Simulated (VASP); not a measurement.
Al2GaP3:

```xyz
6
Lattice="5.7194 0.0000 0.0000 -2.8597 4.9532 0.0000 0.0000 0.0000 3.8062" Properties=species:S:1:pos:R:3 pbc="T T T"
Al    2.8597    1.6511    0.0000
Al    0.0000    3.3021    0.0000
Ga    0.0000    0.0000    0.0000
P    -1.4299    2.4766    1.9031
P     2.8597    0.0000    1.9031
P     1.4299    2.4766    1.9031
```

The cell was built by a generator and needn't be a form met in nature.

- Program: VASP 6.6.1
- Task: relaxation of cell and atoms
- Functional: PBE
- Potentials or basis: VASP PAW PBE potentials, release 64 (Al, Ga_d, P)
- Cutoff: 520 eV
- k mesh: 3 × 3 × 4
- Occupations: gaussian, width 0.15 eV
- Spin: no spin polarisation

At the start: pressure 3.4 GPa; volume 17.97 Å³/atom.

Question: Where does the relaxation end?

Answer: Over 12 steps the energy falls by 238.3 meV/atom and the volume is 20.29 Å³/atom (+12.9 %); space group P6/mmm (No. 191, to 0.05 Å).

Step by step:
```tsv
step	energy change (eV)	largest force (eV/Å)	pressure (GPa)	volume (Å³)
1	0.0000	0.0000	3.39	107.83
2	-0.3052	0.0000	-0.07	113.78
3	-0.5632	0.0000	-6.21	131.74
4	-0.6113	0.0000	-5.22	126.42
5	-0.7483	0.0000	-4.86	126.49
6	-0.8298	0.0000	-3.93	126.40
7	-0.8407	0.0000	-3.83	126.34
8	-0.8681	0.0000	-3.48	126.17
9	-0.9896	0.0000	-2.82	125.65
10	-1.4170	0.0000	-1.45	123.83
11	-1.4182	0.0000	-1.22	123.59
12	-1.4297	0.0000	0.09	121.77
```

Final structure:
```
CELL_PARAMETERS angstrom
6.91824 0.00000 0.00000
-3.45912 5.99137 0.00000
0.00000 0.00000 2.93766
ATOMIC_POSITIONS crystal
Al 0.66667 0.33333 0.00000
Al 0.33333 0.66667 0.00000
Ga 0.00000 0.00000 0.00000
P 0.00000 0.50000 0.50000
P 0.50000 0.00000 0.50000
P 0.50000 0.50000 0.50000
```

Caveat: the k mesh is coarse (spacing up to 0.42 Å⁻¹), so the values aren't converged.
